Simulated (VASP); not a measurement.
# Ge2Sb2Te5: formation energy of Bi on the Te site

How easily does Bi on the Te site form in Ge2Sb2Te5? The host is relaxed first, then a supercell is run with and without the defect. The start is a computed cell from the Materials Project.

Main program and level: VASP 6.6.1; PBEsol; plane waves and PAW (Te, Sb, Ge), in the first sound run; inputs show where later runs differ.

Report form: the programs' logs are mostly left out.

## Step 1: The host crystal

Symmetry: P-3m1, No. 164, trigonal system. Conventional cell: a = 4.294 Å, b = 4.294 Å, c = 17.101 Å, α = 90.00°, β = 90.00°, γ = 120.00°. Nearest to Te lie 3 Sb at 3.01 Å. Nearest to Te lie 3 Ge at 3.00 Å and 3 Sb at 3.20 Å. Nearest to Te lie 6 Ge at 3.04 Å. Nearest to Sb lie 6 Te at 3.01 to 3.20 Å. Nearest to Ge lie 6 Te at 3.00 to 3.04 Å. Farther neighbours and most contacts between anions are not listed.

As a file:

```xyz
9
Lattice="4.2941 0.0000 0.0000 -2.1470 3.7188 0.0000 0.0000 0.0000 17.1013" Properties=species:S:1:pos:R:3 pbc="T T T"
Te    2.1470    1.2396    7.1807
Te    0.0000    2.4792    9.9206
Te    0.0000    2.4792    3.4466
Te    2.1470    1.2396   13.6547
Te    0.0000    0.0000    0.0000
Sb    0.0000    0.0000    5.4736
Sb    0.0000    0.0000   11.6278
Ge    2.1470    1.2396    1.7596
Ge    0.0000    2.4792   15.3417
```

## Step 2: Relaxing the host crystal

The later steps need the crystal at this functional's own lattice; a raised cutoff keeps the stress reliable while the cell changes.

INCAR reads:

```
SYSTEM = Ge2Sb2Te5
PREC = Normal
ENCUT = 350
EDIFF = 1E-05
NELM = 120
ISMEAR = 0
SIGMA = 0.05
LREAL = Auto
ALGO = Fast
GGA = PS
NBANDS = 33
LORBIT = 11
LWAVE = .FALSE.
LCHARG = .FALSE.
KPAR = 2
NCORE = 2
LASPH = .TRUE.
IBRION = 2
NSW = 40
ISIF = 3
EDIFFG = -0.03
POTIM = 0.4
```

POSCAR reads:

```
Ge2Sb2Te5
1.0
    4.2940644248      0.0000000000      0.0000000000
   -2.1470322124      3.7187688774      0.0000000000
    0.0000000000      0.0000000000     17.1013460000
Te Sb Ge
5 2 2
Direct
    0.6666666667      0.3333333333      0.4198920000
    0.3333333333      0.6666666667      0.5801080000
    0.3333333333      0.6666666667      0.2015420000
    0.6666666667      0.3333333333      0.7984580000
    0.0000000000      0.0000000000      0.0000000000
    0.0000000000      0.0000000000      0.3200680000
    0.0000000000      0.0000000000      0.6799320000
    0.6666666667      0.3333333333      0.1028950000
    0.3333333333      0.6666666667      0.8971050000
```

KPOINTS reads:

```
Automatic mesh
0
Gamma
4 4 1
0 0 0
```

Potentials, in the order of the species: Te, Sb and Ge (PBE family, release 64).

The run is started by

```sh
$ mpirun -np 4 vasp_std
```

Run time: 30 s. Hardware: 4 MPI ranks of AMD EPYC 7R13 (Zen 3), shared host; peak memory 0.57 GiB.

The gap is read on the k-mesh alone, so it is an upper bound where the band edges lie off the mesh. The gap is under twice the smearing width, so the edge states are partly filled and the run can't tell a small gap from a semimetal. The PAW data sets were made with PBE, which is usual practice but a small mismatch for other functionals. The data set Ge keeps the semicore shell frozen, which is cheaper and a little less accurate. The run keeps the 12 symmetry operations of its start, so it cannot find a distortion of lower symmetry.

The steps of the relaxation:

| step | energy less that of the first step (eV) | largest force (eV/Å) | pressure (GPa) | volume (Å³) |
| --- | --- | --- | --- | --- |
| 1 | 0.0000 | 0.2339 | -2.40 | 273.09 |
| 2 | -0.0933 | 0.2419 | 0.51 | 258.96 |
| 3 | -0.0968 | 0.1616 | 0.00 | 261.13 |
| 4 | -0.1014 | 0.1069 | 0.03 | 260.71 |
| 5 | -0.1064 | 0.0844 | 0.00 | 259.92 |
| 6 | -0.1038 | 0.1545 | 0.09 | 258.35 |
| 7 | -0.1077 | 0.0847 | 0.03 | 259.38 |
| 8 | -0.1092 | 0.0586 | 0.01 | 259.52 |
| 9 | -0.1097 | 0.0451 | -0.03 | 259.64 |
| 10 | -0.1097 | 0.0456 | -0.04 | 259.66 |
| 11 | -0.1100 | 0.0160 | 0.04 | 259.29 |

| conventional cell, symmetrised | before | after | change |
| --- | --- | --- | --- |
| a (Å) | 4.294 | 4.244 | -1.2 % |
| b (Å) | 4.294 | 4.244 | -1.2 % |
| c (Å) | 17.101 | 16.620 | -2.8 % |
| volume (Å³/atom) | 30.34 | 28.81 | -5.1 % |

The atoms that moved most (Å, as changes of fractional coordinates times the final cell):

| atom | dx | dy | dz | length |
| --- | --- | --- | --- | --- |
| Te4 | 0.000 | 0.000 | 0.032 | 0.032 |
| Te3 | 0.000 | 0.000 | -0.032 | 0.032 |
| Ge8 | 0.000 | 0.000 | -0.020 | 0.020 |
| Ge9 | 0.000 | 0.000 | 0.020 | 0.020 |
| Te1 | 0.000 | 0.000 | 0.019 | 0.019 |
| Te2 | 0.000 | 0.000 | -0.019 | 0.019 |
| Sb7 | 0.000 | 0.000 | 0.013 | 0.013 |
| Sb6 | 0.000 | 0.000 | -0.013 | 0.013 |

Final coordinates:

```xyz
9
Lattice="4.2443 0.0000 0.0000 -2.1222 3.6757 0.0000 0.0000 0.0000 16.6203" Properties=species:S:1:pos:R:3 pbc="T T T"
Te    2.1222    1.2252    6.9972
Te    0.0000    2.4505    9.6231
Te    0.0000    2.4505    3.3178
Te    2.1222    1.2252   13.3025
Te    0.0000    0.0000    0.0000
Sb    0.0000    0.0000    5.3068
Sb    0.0000    0.0000   11.3135
Ge    2.1222    1.2252    1.6904
Ge    0.0000    2.4505   14.9299
```

A gap read on the k-mesh alone can miss the band edges.

This step gave:

* electronic cycles: 70
* electrons: 48
* free energy (TOTEN): -37.72 eV
* energy at zero smearing: -37.72 eV
* Fermi energy: 6.581 eV
* labelled metallic, from the levels on this mesh: no
* gap on the k-mesh: 0.08400 eV
* least direct gap on the k-mesh: 0.08400 eV

The run ended after 11 ionic steps, 0.110 eV below its first step, once forces and stress met EDIFFG = -0.03.

## Step 3: Relax the host again, on a new basis

The volume changed by more than 5 %, so the plane waves of the start no longer fit; a second relaxation removes that error.

INCAR: that of step 2 with these lines changed.

```diff
@@ -18,3 +18,3 @@
 IBRION = 2
-NSW = 40
+NSW = 30
 ISIF = 3
```

POSCAR reads:

```
Ge2Sb2Te5
1.0
    4.2443427752      0.0000000000      0.0000000000
   -2.1221713876      3.6757086658      0.0000000000
    0.0000000000      0.0000000000     16.6203038487
Te Sb Ge
5 2 2
Direct
    0.6666666667      0.3333333333      0.4210052386
    0.3333333333      0.6666666667      0.5789947614
    0.3333333333      0.6666666667      0.1996236641
    0.6666666667      0.3333333333      0.8003763359
    0.0000000000      0.0000000000      0.0000000000
    0.0000000000      0.0000000000      0.3192951100
    0.0000000000      0.0000000000      0.6807048900
    0.6666666667      0.3333333333      0.1017084390
    0.3333333333      0.6666666667      0.8982915610
```

KPOINTS is that of step 2.

The run is started by

```sh
$ mpirun -np 4 vasp_std
```

The job ended after 4.6 s (4 MPI ranks; peak memory 0.51 GiB).

Little changed from the start: no atom moved by 0.005 Å and no cell edge by 0.1 %.

Numbers from this step:

| Item | Value |
| --- | --- |
| electronic cycles | 12 |
| Fermi energy | 6.580 eV |
| gap on the k-mesh | 0.08380 eV |
| least direct gap on the k-mesh | 0.08380 eV |

The start already met the threshold, so nothing moved.

## Step 4: The perfect supercell

System of this step: Ge2Sb2Te5. The structure is trigonal, space group P-3m1 (No. 164). Conventional cell: a = 4.244 Å, b = 4.244 Å, c = 16.620 Å, α = 90.00°, β = 90.00°, γ = 120.00°. Te has 3 Sb at 2.98 Å nearest. Nearest to Te lie 3 Ge at 2.94 Å and 3 Sb at 3.16 Å. Nearest to Te lie 6 Ge at 2.98 Å. Sb has 6 Te at 2.98 to 3.16 Å nearest. Nearest to Ge lie 6 Te at 2.94 to 2.98 Å. Farther neighbours and most contacts between anions are not listed.

The same cell, mesh and cutoff without the defect give the energy to subtract and, in a gapped host, the band edges to count from, so that most errors cancel.

INCAR reads:

```
SYSTEM = Ge2Sb2Te5
PREC = Normal
ENCUT = 300
EDIFF = 1E-05
NELM = 120
ISMEAR = 1
SIGMA = 0.2
LREAL = Auto
ALGO = Fast
GGA = PS
NBANDS = 124
LORBIT = 11
LWAVE = .FALSE.
LCHARG = .FALSE.
KPAR = 4
LASPH = .TRUE.
```

POSCAR reads:

```
Ge2Sb2Te5
1.0
    8.4886855504      0.0000000000      0.0000000000
   -4.2443427752      7.3514173316      0.0000000000
    0.0000000000      0.0000000000     16.6203038487
Te Sb Ge
20 8 8
Direct
    0.3333333333      0.1666666667      0.4210052386
    0.3333333333      0.6666666666      0.4210052386
    0.8333333333      0.1666666667      0.4210052386
    0.8333333333      0.6666666666      0.4210052386
    0.1666666666      0.3333333334      0.5789947614
    0.1666666666      0.8333333334      0.5789947614
    0.6666666666      0.3333333334      0.5789947614
    0.6666666667      0.8333333334      0.5789947614
    0.1666666666      0.3333333334      0.1996236641
    0.1666666666      0.8333333334      0.1996236641
    0.6666666666      0.3333333334      0.1996236641
    0.6666666667      0.8333333334      0.1996236641
    0.3333333333      0.1666666667      0.8003763359
    0.3333333333      0.6666666666      0.8003763359
    0.8333333333      0.1666666667      0.8003763359
    0.8333333333      0.6666666666      0.8003763359
    0.0000000000      0.0000000000      0.0000000000
    0.0000000000      0.5000000000      0.0000000000
    0.5000000000      0.0000000000      0.0000000000
    0.5000000000      0.5000000000      0.0000000000
    0.0000000000      0.0000000000      0.3192951100
    0.0000000000      0.5000000000      0.3192951100
    0.5000000000      0.0000000000      0.3192951100
    0.5000000000      0.5000000000      0.3192951100
    0.0000000000      0.0000000000      0.6807048900
    0.0000000000      0.5000000000      0.6807048900
    0.5000000000      0.0000000000      0.6807048900
    0.5000000000      0.5000000000      0.6807048900
    0.3333333333      0.1666666667      0.1017084390
    0.3333333333      0.6666666666      0.1017084390
    0.8333333333      0.1666666667      0.1017084390
    0.8333333333      0.6666666666      0.1017084390
    0.1666666666      0.3333333334      0.8982915610
    0.1666666666      0.8333333334      0.8982915610
    0.6666666666      0.3333333334      0.8982915610
    0.6666666667      0.8333333334      0.8982915610
```

KPOINTS reads:

```
Automatic mesh
0
Gamma
3 3 2
0 0 0
```

The run is started by

```sh
$ mpirun -np 4 vasp_std
```

Elapsed: 69 s, on 4 MPI ranks; peak memory 1.6 GiB.

This step gave:

| Item | Value |
| --- | --- |
| electronic cycles | 14 |
| electrons | 192 |
| free energy (TOTEN) | -150.2571 eV |
| energy at zero smearing | -150.2656 eV |
| Fermi energy | 6.552 eV |

Force (size) by element, in eV/Å:

| element | atoms | mean | spread (r.m.s.) | least | largest |
| --- | --- | --- | --- | --- | --- |
| Te | 20 | 0.0294 | 0.0253 | 0.0000 | 0.0597 |
| Sb | 8 | 0.0504 | 0.0000 | 0.0504 | 0.0504 |
| Ge | 8 | 0.0593 | 0.0000 | 0.0593 | 0.0593 |

The atoms with the largest values:

| atom | x, y, z (Å) | force (eV/Å) |
| --- | --- | --- |
| Te1 | 2.12, 1.23, 7.00 | 0.0000, 0.0000, 0.0597 |
| Te2 | 0.00, 4.90, 7.00 | 0.0000, 0.0000, 0.0597 |
| Te3 | 6.37, 1.23, 7.00 | 0.0000, 0.0000, 0.0597 |
| Te4 | 4.24, 4.90, 7.00 | 0.0000, 0.0000, 0.0597 |
| Te5 | 0.00, 2.45, 9.62 | 0.0000, 0.0000, -0.0597 |
| Te6 | -2.12, 6.13, 9.62 | 0.0000, 0.0000, -0.0597 |
| Te7 | 4.24, 2.45, 9.62 | 0.0000, 0.0000, -0.0597 |
| Te8 | 2.12, 6.13, 9.62 | 0.0000, 0.0000, -0.0597 |

A spacing of under 0.3 eV between levels on this mesh is not given as a gap, since the run was smeared as a metal.

The host is treated as a metal, as its relaxation found a gap under 0.3 eV or none, and only the neutral defect is run.

## Step 5: Reference Bi

This step: PBEsol; plane waves and PAW (Bi) (VASP 6.6.1).

System of this step: Bi. The structure is trigonal, space group R-3m (No. 166). Conventional cell: a = 4.543 Å, b = 4.543 Å, c = 11.880 Å, α = 90.00°, β = 90.00°, γ = 120.00°. Nearest to Bi lie 6 Bi at 3.11 to 3.48 Å.

The reference for Bi is its crystal, relaxed at the cutoff of the large cell.

INCAR reads:

```
SYSTEM = Bi
PREC = Normal
ENCUT = 300
EDIFF = 1E-05
NELM = 120
ISMEAR = 1
SIGMA = 0.1
LREAL = Auto
ALGO = Fast
GGA = PS
NBANDS = 11
LORBIT = 11
LWAVE = .FALSE.
LCHARG = .FALSE.
KPAR = 4
LASPH = .TRUE.
IBRION = 2
NSW = 25
ISIF = 3
EDIFFG = -0.02
POTIM = 0.4
```

POSCAR reads:

```
Bi
1.0
    4.1716091133     -2.2716023873      0.0000000000
    4.1716091133      2.2716023873      0.0000000000
    2.9346338201      0.0000000000      3.7350266856
Bi
2
Direct
    0.7630000000      0.7630000000      0.7630000000
    0.2370000000      0.2370000000      0.2370000000
```

KPOINTS reads:

```
Automatic mesh
0
Gamma
7 7 7
0 0 0
```

Potentials, in the order of the species: Bi (PBE family, release 64).

The run is started by

```sh
$ mpirun -np 4 vasp_std
```

Elapsed: 17 s, on 4 MPI ranks; peak memory 0.47 GiB.

The data set Bi keeps the semicore shell frozen, which is cheaper and a little less accurate.

The steps of the relaxation:

| step | energy less that of the first step (eV) | largest force (eV/Å) | pressure (GPa) | volume (Å³) |
| --- | --- | --- | --- | --- |
| 1 | 0.0000 | 0.1649 | -1.38 | 70.79 |
| 2 | -0.0094 | 0.0431 | 0.48 | 68.32 |
| 3 | -0.0101 | 0.0021 | 0.09 | 68.82 |
| 4 | -0.0110 | 0.0087 | 0.05 | 68.84 |
| 5 | -0.0119 | 0.0272 | -0.08 | 68.90 |
| 6 | -0.0119 | 0.0241 | -0.07 | 68.89 |
| 7 | -0.0119 | 0.0227 | -0.05 | 68.89 |
| 8 | -0.0119 | 0.0213 | -0.07 | 68.89 |
| 9 | -0.0120 | 0.0245 | 0.03 | 68.74 |
| 10 | -0.0120 | 0.0248 | 0.01 | 68.67 |
| 11 | -0.0120 | 0.0273 | 0.14 | 68.53 |
| 12 | -0.0120 | 0.0266 | 0.11 | 68.61 |
| 13 | -0.0120 | 0.0261 | 0.11 | 68.63 |
| 14 | -0.0120 | 0.0257 | 0.10 | 68.65 |
| 15 | -0.0120 | 0.0254 | 0.08 | 68.66 |
| 16 | -0.0121 | 0.0192 | 0.05 | 68.64 |

| conventional cell, symmetrised | before | after | change |
| --- | --- | --- | --- |
| a (Å) | 4.543 | 4.535 | -0.2 % |
| b (Å) | 4.543 | 4.535 | -0.2 % |
| c (Å) | 11.880 | 11.563 | -2.7 % |
| volume (Å³/atom) | 35.39 | 34.32 | -3.0 % |

Final coordinates:

```cif
data_structure
_symmetry_space_group_name_H-M 'P 1'
_symmetry_Int_Tables_number 1
_cell_length_a 4.6594
_cell_length_b 4.6594
_cell_length_c 4.6594
_cell_angle_alpha 58.238
_cell_angle_beta 58.238
_cell_angle_gamma 58.238
_cell_volume 68.64
loop_
_atom_site_label
_atom_site_type_symbol
_atom_site_fract_x
_atom_site_fract_y
_atom_site_fract_z
_atom_site_occupancy
Bi1 Bi 0.76326 0.76326 0.76326 1
Bi2 Bi 0.23674 0.23674 0.23674 1
```

Numbers from this step:

| Quantity | Value |
| --- | --- |
| electronic cycles | 56 |
| electrons | 10 |
| free energy (TOTEN) | -8.600 eV |
| energy at zero smearing | -8.600 eV |
| Fermi energy | 5.221 eV |

The run ended after 16 ionic steps, 0.012 eV below its first step, once forces and stress met EDIFFG = -0.02.

A spacing of under 0.3 eV between levels on this mesh is not given as a gap, since the run was smeared as a metal.

Energy at zero smearing: -8.60038 eV.

## Step 6: Reference Te

This step: PBEsol; plane waves and PAW (Te) (VASP 6.6.1).

System of this step: Te. Symmetry: P3_121, No. 152, trigonal system. Conventional cell: a = 4.601 Å, b = 4.601 Å, c = 5.900 Å, α = 90.00°, β = 90.00°, γ = 120.00°. Nearest to Te lie 2 Te at 2.84 Å.

The reference for Te is its crystal, relaxed at the cutoff of the large cell.

INCAR: that of step 5 with these lines changed.

```diff
@@ -1,2 +1,2 @@
-SYSTEM = Bi
+SYSTEM = Te
 PREC = Normal
@@ -5,3 +5,3 @@
 NELM = 120
-ISMEAR = 1
+ISMEAR = 0
 SIGMA = 0.1
@@ -10,3 +10,3 @@
 GGA = PS
-NBANDS = 11
+NBANDS = 15
 LORBIT = 11
```

POSCAR reads:

```
Te
1.0
    4.6013525159      0.0000000000      0.0000000000
   -2.3006762580      3.9848881706      0.0000000000
    0.0000000000      0.0000000000      5.9000620010
Te
3
Direct
    0.2566971700      0.0000000000      0.3333333300
    0.0000000000      0.2566971700      0.6666666700
    0.7433028300      0.7433028300      0.0000000000
```

KPOINTS reads:

```
Automatic mesh
0
Gamma
7 7 5
0 0 0
```

The projector-augmented-wave data sets are Te (PBE family, release 64).

The run is started by

```sh
$ mpirun -np 4 vasp_std
```

The job ended after 28 s (4 MPI ranks; peak memory 0.57 GiB).

After so large a change of volume the plane waves of the start cell no longer fit, so the final stress carries a basis-set error. The run keeps the 6 symmetry operations of its start, so it cannot find a distortion of lower symmetry.

Relaxation path:

| step | energy less that of the first step (eV) | largest force (eV/Å) | pressure (GPa) | volume (Å³) |
| --- | --- | --- | --- | --- |
| 1 | 0.0000 | 0.1829 | -1.55 | 108.18 |
| 2 | -0.0286 | 0.3854 | 0.01 | 103.86 |
| 3 | -0.0297 | 0.4318 | 0.44 | 102.87 |
| 4 | -0.0567 | 0.3561 | 0.41 | 101.28 |
| 5 | -0.0958 | 0.2151 | 0.62 | 97.89 |
| 6 | -0.0835 | 0.0287 | 2.24 | 91.19 |
| 7 | -0.1058 | 0.1481 | 1.03 | 95.30 |
| 8 | -0.1030 | 0.0505 | -1.32 | 98.98 |
| 9 | -0.1127 | 0.0521 | -0.10 | 96.96 |
| 10 | -0.1127 | 0.0541 | -0.12 | 96.93 |
| 11 | -0.1110 | 0.1009 | 0.46 | 96.12 |
| 12 | -0.1127 | 0.0569 | -0.04 | 96.88 |
| 13 | -0.1132 | 0.0470 | -0.03 | 96.74 |
| 14 | -0.1141 | 0.0122 | 0.01 | 96.32 |

| conventional cell, symmetrised | before | after | change |
| --- | --- | --- | --- |
| a (Å) | 4.601 | 4.325 | -6.0 % |
| b (Å) | 4.601 | 4.325 | -6.0 % |
| c (Å) | 5.900 | 5.947 | +0.8 % |
| volume (Å³/atom) | 36.06 | 32.11 | -11.0 % |

The atoms that moved most (Å, as changes of fractional coordinates times the final cell):

| atom | dx | dy | dz | length |
| --- | --- | --- | --- | --- |
| Te2 | -0.059 | 0.102 | 0.000 | 0.118 |
| Te1 | 0.118 | 0.000 | 0.000 | 0.118 |
| Te3 | -0.059 | -0.102 | 0.000 | 0.118 |

Final coordinates:

```
Te
1.0
     4.32453    0.00000    0.00000
    -2.16226    3.74515    0.00000
     0.00000    0.00000    5.94730
Te
3
Direct
  0.28392 0.00000 0.33333
  0.00000 0.28392 0.66667
  0.71608 0.71608 0.00000
```

Numbers from this step:

```yaml
electronic_cycles: 100
electrons: 18
free_energy_toten: -10.58 eV
fermi_energy: 6.603 eV
gap_on_the_k_mesh: 0.4481 eV
least_direct_gap_on_the_k_mesh: 0.6182 eV
```

The run ended after 14 ionic steps, 0.114 eV below its first step, once forces and stress met EDIFFG = -0.02.

Energy at zero smearing: -10.57891 eV.

(Continued in part 2 of 2.)

[Lines on the potential files, build, host, timing and source positions are cut from VASP's logs without a mark.]

[Logs are printed without paths, hosts, clocks, repeated set-up lines and the standing remarks that a program may print on its own settings, such as how far it seeks lower states.]

[Hosts, paths, dates, database ids (printed as entryN), source tags and the programs' standing remarks are cut or masked in the printed files.]

[In band tables of VASP the shares of atoms and orbitals are scaled to a sum of 1 inside the atoms' spheres.]

[Runs that stopped without an error message from VASP are left out.]
